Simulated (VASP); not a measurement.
```
KI
1.0
    0.00000     3.44117     3.44117
    3.44117     0.00000     3.44117
    3.44117     3.44117     0.00000
K I
1 1
Direct
  0.00000   0.00000   0.00000
  0.50000   0.50000   0.50000
```

Level of theory: optB88-vdW, VASP's PBE PAW potentials (set 64) (plane waves; VASP 6.6.1). Numerical set-up: 520 eV cut-off, 7×7×7 Γ-centred mesh, Gaussian smearing of 0.050 eV, potentials K_sv I.

Q: The job: KI (rock salt), 2 atoms, optB88-vdW, static run, 520 eV, 7×7×7 Γ-centred mesh. Roughly how much core time does it take on a busy server core?

A: About 60 core-seconds (one run on a shared machine, a rough figure). It had 20 irreducible k-points, 12 bands, up to 2213 plane waves and 14 electronic steps.

The compound is KI in the rock salt structure. This cell is one point of a volume scan, at 0.94 of the reference volume.
